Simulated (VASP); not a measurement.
All values below come from r2SCAN meta-GGA, VASP's PBE PAW potentials (set 64) (plane waves; VASP 6.6.1).

A VASP calculation is set up with these files.

### KPOINTS_OPT
```
k-points along high-symmetry lines
10
Line-mode
Reciprocal
  0.000000   0.000000   0.000000 ! GAMMA
 -0.500000  -0.500000   0.000000 ! X

 -0.500000  -0.500000   0.000000 ! X
 -0.375000  -0.375000   0.250000 ! U

 -0.375000  -0.000000   0.375000 ! K
  0.000000   0.000000   0.000000 ! GAMMA

  0.000000   0.000000   0.000000 ! GAMMA
 -0.000000  -0.000000   0.500000 ! L

 -0.000000  -0.000000   0.500000 ! L
 -0.500000  -0.250000   0.250000 ! W

 -0.500000  -0.250000   0.250000 ! W
 -0.500000  -0.500000   0.000000 ! X
```

**INCAR**
```
SYSTEM = WC
PREC = Accurate
ENCUT = 520
EDIFF = 1E-7
NELM = 100
ALGO = Normal
LREAL = .FALSE.
LASPH = .TRUE.
ISMEAR = -5
METAGGA = R2SCAN
LMIXTAU = .TRUE.
LMAXMIX = 6
LWAVE = .FALSE.
LCHARG = .FALSE.
LORBIT = 11
NEDOS = 601
ISIF = 2
```

**POSCAR**
```
WC
1
    0.0000000000     2.3424689592     2.3424689592
    2.3424689592    -0.0000000000     2.3424689592
    2.3424689592     2.3424689592    -0.0000000000
W C
1 1
Direct
  0.0000000000   0.0000000000   0.0000000000
  0.2500000000   0.2500000000   0.2500000000
```

File KPOINTS:
```
Automatic mesh
0
Gamma
15 15 15
0 0 0
```

POTCAR, in this order: W_sv C (PBE.64 set). Program: vasp_std.

Unless said otherwise, spin-orbit coupling is left out, though it shifts the bands of the heavy elements here.

### Question
Predict the energy per atom (σ→0), band gap (over mesh and band path).

### Answer

- energy per atom (σ→0): -30.131 eV/atom
- band gap (over mesh and band path): none (metal, semimetal or under 0.01 eV)

**OSZICAR**
```
...
DAV:  14    -0.602625680816E+02    0.16285E-04   -0.13931E-05  3460   0.389E-02    0.210E-02
DAV:  15    -0.602625811753E+02   -0.13094E-04   -0.14809E-05  3415   0.341E-02    0.382E-03
DAV:  16    -0.602625796826E+02    0.14927E-05   -0.12668E-06  3300   0.142E-02    0.125E-03
DAV:  17    -0.602625817075E+02   -0.20249E-05   -0.34583E-07  3355   0.641E-03    0.887E-04
DAV:  18    -0.602625814049E+02    0.30262E-06   -0.81259E-08  1770   0.351E-03    0.715E-04
DAV:  19    -0.602625813835E+02    0.21411E-07   -0.68429E-09  1665   0.869E-04
   1 F= -.60262581E+02 E0= -.60262581E+02  d E =0.000000E+00
       N       E                     dE             ncg
```

The structure was generated: WC was put into the zinc blende type (F-43m), which need not be its known phase. It was relaxed first, which changed the volume by -38 %.
